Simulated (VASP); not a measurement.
# Pt2F (Fm-3m) in VASP: a series of runs

The runs below take Pt2F through single point, with HSE(alpha, omega).

All numbers are computed with VASP 6.6.1; they aren't measurements. Logs are shortened: lines on timing, memory, paths and dates and some standing lists are left out, and cuts for length are marked.

## (1) Starting point

It takes space group Fm-3m (No. 225, cubic). The conventional cell has a = 5.705 Å, b = 5.705 Å, c = 5.705 Å, α = 90.00°, β = 90.00°, γ = 90.00°. Pt (site symmetry -43m) has 4 F at 2.47 Å as nearest neighbours. F (site symmetry m-3m) has 8 Pt at 2.47 Å as nearest neighbours.

The cell was built by a generator and needn't be a form met in nature.

## (2) Single point, HSE(alpha, omega)

Input file POSCAR:

```
Pt2F
1.0
    0.0000000000      2.8524300000      2.8524300000
    2.8524300000      0.0000000000      2.8524300000
    2.8524300000      2.8524300000      0.0000000000
Pt F
2 1
Direct
    0.2500000000      0.2500000000      0.2500000000
    0.7500000000      0.7500000000      0.7500000000
    0.0000000000      0.0000000000      0.0000000000
```

Input file INCAR.step1:

```
  PREC = Accurate
  ENCUT = 520
  EDIFF = 1E-5
  ISMEAR = -1
  SIGMA = 0.05
  LREAL = F
  LASPH = T
  NELM = 60
  ALGO = Normal
  ISIF = 2
  LWAVE = T
  LCHARG = F
  NBANDS = 20
  GGA = PE
```

Input file INCAR.step2:

```
  PREC = Accurate
  ENCUT = 520
  EDIFF = 1E-7
  ISMEAR = -1
  SIGMA = 0.05
  LREAL = F
  LASPH = T
  NELM = 60
  ALGO = Normal
  ISIF = 2
  LWAVE = F
  LCHARG = F
  GGA = PE
  LHFCALC = T
  HFSCREEN = 0.1
  AEXX = 0.25
  PRECFOCK = Fast
  NBANDS = 20
  ISTART = 1
```

Input file KPOINTS:

```
regular mesh
0
Gamma
  4 4 4
```

Potentials or basis: VASP PAW PBE potentials, release 64 (Pt, F).

Command:

```
> cat potpaw_PBE.64/Pt/POTCAR potpaw_PBE.64/F/POTCAR > POTCAR
> cp INCAR.step1 INCAR
> mpirun -np 1 vasp_std > vasp.out
> cp INCAR.step2 INCAR
> mpirun -np 1 vasp_std > vasp.out
```

OUTCAR:

```text
PREC = Accurate
   ENCUT = 520
   EDIFF = 1E-7
   ISMEAR = -1
   LREAL = F
   LASPH = T
   NELM = 60
   ISIF = 2
   GGA = PE
   LHFCALC = T
   HFSCREEN = 0.1
   AEXX = 0.25
   PRECFOCK = Fast
   ISTART = 1

 ion  position               nearest neighbor table
   1  0.250  0.250  0.250-   3 2.47   3 2.47   3 2.47   3 2.47   2 2.85   2 2.85   2 2.85   2 2.85
                             2 2.85   2 2.85
   2  0.750  0.750  0.750-   3 2.47   3 2.47   3 2.47   3 2.47   1 2.85   1 2.85   1 2.85   1 2.85
                             1 2.85   1 2.85
   3  0.000  0.000  0.000-   2 2.47   2 2.47   2 2.47   1 2.47   2 2.47   1 2.47   1 2.47   1 2.47

  LATTYP: Found a face centered cubic cell.
 ALAT       =     5.7048600000

  Lattice vectors:

 A1 = (   0.0000000000,   2.8524300000,   2.8524300000)
 A2 = (   2.8524300000,   0.0000000000,   2.8524300000)
 A3 = (   2.8524300000,   2.8524300000,   0.0000000000)

Analysis of symmetry for initial positions (statically):
=====================================================================
 Subroutine PRICEL returns:
 Original cell was already a primitive cell.

 Routine SETGRP: Setting up the symmetry group for a
 face centered cubic supercell.

 Subroutine GETGRP returns: Found 48 space group operations
 (whereof 48 operations were pure point group operations)
 out of a pool of 48 trial point group operations.

The static configuration has the point symmetry O_h .

Analysis of symmetry for dynamics (positions and initial velocities):
=====================================================================
 Subroutine PRICEL returns:
 Original cell was already a primitive cell.

 Routine SETGRP: Setting up the symmetry group for a
 face centered cubic supercell.

 Subroutine GETGRP returns: Found 48 space group operations
 (whereof 48 operations were pure point group operations)
 out of a pool of 48 trial point group operations.

The dynamic configuration has the point symmetry O_h .

 Subroutine INISYM returns: Found 48 space group operations
 (whereof 48 operations are pure point group operations),
 and found     1 'primitive' translations

----------------------------------------------------------------------------------------

                                     Primitive cell

  volume of cell :      46.4168

  direct lattice vectors                    reciprocal lattice vectors
     0.000000000  2.852430000  2.852430000    -0.175289139  0.175289139  0.175289139
     2.852430000  0.000000000  2.852430000     0.175289139 -0.175289139  0.175289139
     2.852430000  2.852430000  0.000000000     0.175289139  0.175289139 -0.175289139

  length of vectors
     4.033945192  4.033945192  4.033945192     0.303609696  0.303609696  0.303609696

  position of ions in fractional coordinates (direct lattice)
     0.250000000  0.250000000  0.250000000
     0.750000000  0.750000000  0.750000000
     0.000000000  0.000000000  0.000000000

  ion indices of the primitive-cell ions
   primitive index   ion index
                 1           1
                 2           2
                 3           3

----------------------------------------------------------------------------------------

 KPOINTS: regular mesh

Automatic generation of k-mesh.
 Grid dimensions read from file:
 generate k-points for:    4    4    4

 Generating k-lattice:

  Cartesian coordinates                     Fractional coordinates (reciprocal lattice)
    -0.043822285  0.043822285  0.043822285     0.250000000  0.000000000  0.000000000
     0.043822285 -0.043822285  0.043822285     0.000000000  0.250000000  0.000000000
     0.043822285  0.043822285 -0.043822285     0.000000000  0.000000000  0.250000000

  Length of vectors
     0.075902424  0.075902424  0.075902424

  Shift w.r.t. Gamma in fractional coordinates (k-lattice)
     0.000000000  0.000000000  0.000000000

 Subroutine IBZKPT returns following result:
 ===========================================

 Found      8 irreducible k-points:

 Following reciprocal coordinates:
            Coordinates               Weight
  0.000000  0.000000  0.000000      1.000000
  0.250000  0.000000  0.000000      8.000000
  0.500000  0.000000  0.000000      4.000000
  0.250000  0.250000  0.000000      6.000000
  0.500000  0.250000  0.000000     24.000000
 -0.250000  0.250000  0.000000     12.000000
  0.500000  0.500000  0.000000      3.000000
 -0.250000  0.500000  0.250000      6.000000
   k-points           NKPTS =      8   k-points in BZ     NKDIM =     64   number of bands    NBANDS=     20
   number of dos      NEDOS =    301   number of ions     NIONS =      3
   total plane-waves  NPLWV =  27000
   dimension x,y,z NGX =    30 NGY =   30 NGZ =   30
   dimension x,y,z NGXF=    60 NGYF=   60 NGZF=   60
   ions per type =               2   1
   NGX,Y,Z   is equivalent  to a cutoff of  12.36, 12.36, 12.36 a.u.
   NGXF,Y,Z  is equivalent  to a cutoff of  24.73, 24.73, 24.73 a.u.
 SYSTEM =  unknown system
   PREC   = accura    normal or accurate (medium, high low for compatibility)
   ISTART =      1    job   : 0-new  1-cont  2-samecut
   ICHARG =      0    charge: 1-file 2-atom 10-const
   ISPIN  =      1    spin polarized calculation?
   LNONCOLLINEAR =      F non collinear calculations
   LSORBIT =      F    spin-orbit coupling
   LASPH  =      T    aspherical Exc in radial PAW
   ENCUT  =  520.0 eV  38.22 Ry    6.18 a.u.   7.50  7.50  7.50*2*pi/ulx,y,z
   NELM   =     60;   NELMIN=  2; NELMDL=  0     # of ELM steps
   EDIFF  = 0.1E-06   stopping-criterion for ELM
   LREAL  =      F    real-space projection
   EDIFFG = 0.1E-05   stopping-criterion for IOM
   NSW    =      0    number of steps for IOM
   IBRION =     -1    ionic relax: 0-MD 1-quasi-New 2-CG
   NFREE  =      0    steps in history (QN), initial steepest desc. (CG)
   ISIF   =      2    stress and relaxation
   ISYM   =      3    0-nonsym 1-usesym 2-fastsym
   POTIM  = 0.5000    time-step for ionic-motion
   TEBEG  =    0.0;   TEEND  =   0.0 temperature during run
   PSTRESS=    0.0 pullay stress
   NELECT =      27.0000    total number of electrons
   NUPDOWN=      -1.0000    fix difference up-down
   EMIN   =  10.00;   EMAX   =-10.00  energy-range for DOS
   EFERMI =   0.00;   METHOD = LEGACY
   ISMEAR =    -1;   SIGMA  =   0.05  broadening in eV -4-tet -1-fermi 0-gaus
   EFERMI_NEDOS =   21; number of points for ismear=-14 and -15
   IALGO  =     38    algorithm
   IMIX   =      1    mixing-type and parameters
     AMIX     =   0.40;   BMIX     =  1.00
     AMIX_MAG =   1.60;   BMIX_MAG =  1.00
  volume/ion in A,a.u.               =      15.47       104.41
  Fermi-wavevector in a.u.,A,eV,Ry     =   1.366588  2.582478 25.409752  1.867564
  Thomas-Fermi vector in A             =   2.492716
   LORBIT       =      0    0 simple, 1 ext, 2 COOP (PROOUT), +10 PAW based schemes
   GGA     = PE    functional components
   LHFCALC =     T    Hartree Fock is set to
   PRECFOCK=fast      Normal, Fast or Accurate (Low or Medium for compatibility)
   ENCUT4O =  -1.0   cutoff for four orbital integrals eV
   NKREDX  =     1    reduce k-point grid by
   NKREDY  =     1    reduce k-point grid by
   NKREDZ  =     1    reduce k-point grid by
   AEXX    =    0.2500 exact exchange contribution
   HFSCREEN=    0.1000 screening length (either q_TF or 0.3 A-1)
   HFSCREENC=   0.1000 screening length for correlation (either q_TF or 0.3 A-1)
   ENCUTFOCK=  -1.0 apply spherical cutoff to Coloumb kernel
   IVDW    =     0    specifies the selected vdW correction
   LEPSILON=     F    determine dielectric tensor
   LRPA    =     F    only Hartree local field effects (RPA)
 non-spin polarized calculation
  energy-cutoff  :      520.00
  volume of cell :       46.42
 maximum number of plane-waves:      1283
 NGX is ok and might be reduce to    30
  NGX = 18; NGY = 18; NGZ = 18

 number of electron      27.0000006 magnetization

 Free energy of the ion-electron system (eV)
  ---------------------------------------------------
  ext. energy  EPLUGINS =         0.00000000
  ---------------------------------------------------
  free energy    TOTEN  =       -15.17169343 eV

  energy without entropy =      -15.16803725  energy(sigma->0) =      -15.16986534

 E-fermi :   5.7944     XC(G=0):  -9.4630

 val. band max:        5.5953671153   @ k =  -0.2500   0.2500   0.0000
 cond. band min:       6.0003254099   @ k =  -0.2500   0.2500   0.0000
 fundamental gap:      0.4049582946
 Fermi energy:         5.7944162871

 k-point     1 :       0.0000    0.0000    0.0000
  band No.  band energies     occupation
      1     -20.5125      2.00000
      2      -1.9272      2.00000
      3      -1.9272      2.00000
      4      -1.9271      2.00000
      5       0.3535      2.00000
      6       0.9361      2.00000
[... 12 lines left out ...]
     19      19.2953      0.00000
     20      20.4356      0.00000

 k-point     2 :       0.2500    0.0000    0.0000
  band No.  band energies     occupation
      1     -20.4815      2.00000
      2      -2.0927      2.00000
      3      -1.7019      2.00000
      4      -1.7019      2.00000
      5       1.5259      2.00000
      6       1.5259      2.00000
[... 12 lines left out ...]
     19      18.6466      0.00000
     20      20.9034      0.00000

 k-point     3 :       0.5000    0.0000    0.0000
  band No.  band energies     occupation
      1     -20.4507      2.00000
      2      -1.8783      2.00000
      3      -1.4475      2.00000
      4      -1.4475      2.00000
      5       2.4446      2.00000
      6       2.8205      2.00000
[... 12 lines left out ...]
     19      18.0134      0.00000
     20      20.7753      0.00000

 k-point     4 :       0.2500    0.2500    0.0000
  band No.  band energies     occupation
      1     -20.4720      2.00000
      2      -2.4319      2.00000
      3      -1.4793      2.00000
      4      -1.4793      2.00000
      5       1.1688      2.00000
      6       1.4430      2.00000
[... 12 lines left out ...]
     19      16.3138      0.00000
     20      22.1736      0.00000

 k-point     5 :       0.5000    0.2500    0.0000
  band No.  band energies     occupation
      1     -20.4419      2.00000
      2      -2.1119      2.00000
      3      -1.3868      2.00000
      4      -1.2640      2.00000
      5       1.7166      2.00000
      6       1.8973      2.00000
[... 12 lines left out ...]
     19      17.0912      0.00000
     20      22.0562      0.00000

 k-point     6 :      -0.2500    0.2500    0.0000
  band No.  band energies     occupation
      1     -20.4517      2.00000
      2      -1.9025      2.00000
      3      -1.5364      2.00000
      4      -1.4992      2.00000
      5       1.7133      2.00000
      6       2.0257      2.00000
[... 12 lines left out ...]
     19      18.3208      0.00000
     20      20.9243      0.00000

 k-point     7 :       0.5000    0.5000    0.0000
  band No.  band energies     occupation
      1     -20.4326      2.00000
      2      -2.5056      2.00000
      3      -1.0750      2.00000
      4      -1.0750      2.00000
      5       1.1670      2.00000
      6       1.4123      2.00000
[... 12 lines left out ...]
     19      13.7266      0.00000
     20      21.4095      0.00000

 k-point     8 :      -0.2500    0.5000    0.2500
  band No.  band energies     occupation
      1     -20.4325      2.00000
      2      -1.7674      2.00000
      3      -1.7674      2.00000
      4      -1.1025      2.00000
      5       1.8800      2.00000
      6       1.9000      2.00000
[... 12 lines left out ...]
     19      20.0235      0.00000
     20      20.0235      0.00000

------------------------ aborting loop because EDIFF is reached ----------------------------------------

  FORCE on cell =-STRESS in cart. coord.  units (eV):
  Direction    XX          YY          ZZ          XY          YZ          ZX
  --------------------------------------------------------------------------------------
  -------------------------------------------------------------------------------------
  Total       -0.9727643     -0.9727643     -0.9727643      0.0000000      0.0000000     -0.0000000
  in kB      -33.5771035    -33.5771035    -33.5771035      0.0000000      0.0000000     -0.0000000
  external PRESSURE =     -33.5771035 kB  Pullay stress =       0.0000000 kB

 VOLUME and BASIS-vectors are now :
 -----------------------------------------------------------------------------
  energy-cutoff  :      520.00
  volume of cell :       46.42
      direct lattice vectors                 reciprocal lattice vectors
     0.000000000  2.852430000  2.852430000    -0.175289139  0.175289139  0.175289139
     2.852430000  0.000000000  2.852430000     0.175289139 -0.175289139  0.175289139
     2.852430000  2.852430000  0.000000000     0.175289139  0.175289139 -0.175289139

 POSITION                                       TOTAL-FORCE (eV/Angst)
 -----------------------------------------------------------------------------------
      1.42622      1.42622      1.42622        -0.000000     -0.000000     -0.000000
      4.27865      4.27865      4.27865         0.000000      0.000000      0.000000
      0.00000      0.00000      0.00000         0.000000      0.000000      0.000000
 -----------------------------------------------------------------------------------
    total drift:                                0.000000      0.000000      0.000000

  FREE ENERGIE OF THE ION-ELECTRON SYSTEM (eV)
  ---------------------------------------------------
  free  energy   TOTEN  =       -15.1716934270 eV

  energy  without entropy=      -15.1680372536  energy(sigma->0) =      -15.16986534
```

It took 9 min on 1 thread of Intel Xeon Platinum 8488C (Sapphire Rapids), shared host; peak memory 0.27 GiB.

Results:

```
Free energy            : -15.1717 eV
Pressure               : -3.4 GPa
Band gap on the k mesh : none (metal or under the smearing width)
```

Caveat: the k mesh is coarse (spacing up to 0.48 Å⁻¹), so the values aren't converged, least of all with exact exchange; the PAW data sets were made with another functional, which shifts forces and pressure a little; an odd number of electrons without spin polarisation forces a metal; a magnetic or distorted state may lie lower. The run has no spin-orbit coupling, so splittings on Pt are missing.

## (3) Single point, HSE(alpha, omega)

POSCAR is that of step 2.

INCAR.step1 is that of step 2.

Changes to INCAR.step2 since step 2:

```diff
@@ -14,3 +14,3 @@
   LHFCALC = T
-  HFSCREEN = 0.1
+  HFSCREEN = 0.15
   AEXX = 0.25
```

KPOINTS is that of step 2.

Potentials or basis: VASP PAW PBE potentials, release 64 (Pt, F).

Command:

```
> cat potpaw_PBE.64/Pt/POTCAR potpaw_PBE.64/F/POTCAR > POTCAR
> cp INCAR.step1 INCAR
> mpirun -np 1 vasp_std > vasp.out
> cp INCAR.step2 INCAR
> mpirun -np 1 vasp_std > vasp.out
```

It took 8.9 min on 1 thread of Intel Xeon Platinum 8488C (Sapphire Rapids), shared host; peak memory 0.26 GiB.

The run converged. Its results:

| Item | Value |
| --- | --- |
| Free energy | -14.8088 eV |
| Pressure | -3.1 GPa |
| Band gap on the k mesh | none (metal or under the smearing width) |

Levels at points of the mesh, in eV from the Fermi level:
```csv
k point,band 10,band 11,band 12,band 13,band 14,band 15,band 16,band 17
"(0.00, 0.00, 0.00)",-1.81,-0.79,-0.79,-0.79,1.80,1.80,9.11,9.11
"(0.50, 0.00, 0.00)",-2.16,-2.09,-2.09,-0.72,-0.72,-0.31,2.21,11.93
"(0.50, 0.50, 0.00)",-1.83,-1.64,-1.64,-0.65,1.65,2.92,4.96,7.72
```

Caveat: the k mesh is coarse (spacing up to 0.48 Å⁻¹), so the values aren't converged, least of all with exact exchange; the PAW data sets were made with another functional, which shifts forces and pressure a little; an odd number of electrons without spin polarisation forces a metal; a magnetic or distorted state may lie lower.
